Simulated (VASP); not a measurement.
CaO:

```
Ca O
1.0
     0.00000    2.39660    2.39660
     2.39660    0.00000    2.39660
     2.39660    2.39660    0.00000
Ca O
1 1
Cartesian
  0.0000 0.0000 0.0000
  2.3966 2.3966 2.3966
```

The cell was built by a generator and needn't be a form met in nature.

Base run:

| Item | Value |
| --- | --- |
| Program | VASP 6.6.1 |
| Functional | PBE |
| Potentials or basis | VASP PAW PBE potentials, release 64 (Ca_sv, O) |
| Cutoff | 520 eV |
| k mesh | 10 × 10 × 10 |
| Occupations | gaussian, width 0.02 eV |
| Spin | no spin polarisation |

Its results: band gap on the k mesh 3.63 eV, indirect (least direct gap 4.01 eV); pressure 3.2 GPa.

Q: The run is repeated on the same cell with these changes: functional from PBE to r2SCAN; dispersion from none to rVV10. What comes out?

A: Band gap on the k mesh 4.15 eV, indirect (least direct gap 4.53 eV); pressure 0.1 GPa.

Several settings changed at once, so the effect can't be laid on one alone.

Caveats: the PAW data sets were made with another functional, which shifts forces and pressure a little (some runs).
